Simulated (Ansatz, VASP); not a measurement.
# Sn3Pb4CO12 (a cell with a defect): VASP beside Ansatz

```
CELL_PARAMETERS angstrom
0.00000 5.35930 5.35930
5.35930 0.00000 5.35930
5.35930 5.35930 0.00000
ATOMIC_POSITIONS crystal
C 0.12500 0.12500 0.12500
Sn 0.62500 0.12500 0.12500
Sn 0.12500 0.12500 0.62500
Sn 0.12500 0.62500 0.12500
Pb 0.62500 0.62500 0.62500
Pb 0.12500 0.62500 0.62500
Pb 0.62500 0.62500 0.12500
Pb 0.62500 0.12500 0.62500
O 0.45000 0.05000 0.05000
O 0.80000 0.20000 0.80000
O 0.05000 0.45000 0.45000
O 0.20000 0.80000 0.20000
O 0.05000 0.45000 0.05000
O 0.80000 0.80000 0.20000
O 0.45000 0.05000 0.45000
O 0.20000 0.20000 0.80000
O 0.80000 0.20000 0.20000
O 0.05000 0.05000 0.45000
O 0.20000 0.80000 0.80000
O 0.45000 0.45000 0.05000
```

Alike in both runs: task electric field gradients; functional PBE; k mesh 3 × 3 × 3; occupations fermi-dirac, width 0.01 eV; no spin polarisation.

|  | VASP | Ansatz |
| --- | --- | --- |
| version | VASP 6.6.1 | Ansatz 0.2.0 |
| potentials or method | VASP PAW PBE potentials, release 64 (C, Sn_d, Pb_d, O) | plane-wave PAW, scalar-relativistic |
| plane-wave cutoff (eV) | 520 | 420 |
| valence electrons in the cell | 174 | 174 |

```csv
,VASP,Ansatz,Ansatz less VASP
pressure (GPa),-3.3,-3.5,-0.20
largest component of the traceless stress (GPa),1.07,1.04,-0.022
rms of the force components (eV/Å),0.748,0.729,-0.0183
Vzz of the field gradient on the site that differs most (V/Å²),147.3,245.6,+98.34
```

Atom by atom the forces differ by 0.019 eV/Å (rms over components). The functional is the same, so the differences come from potentials, cutoffs and numerics. Ansatz warned: «gradients_without_spin_orbit».

Spin-orbit coupling is left out, which matters for the levels of Pb.
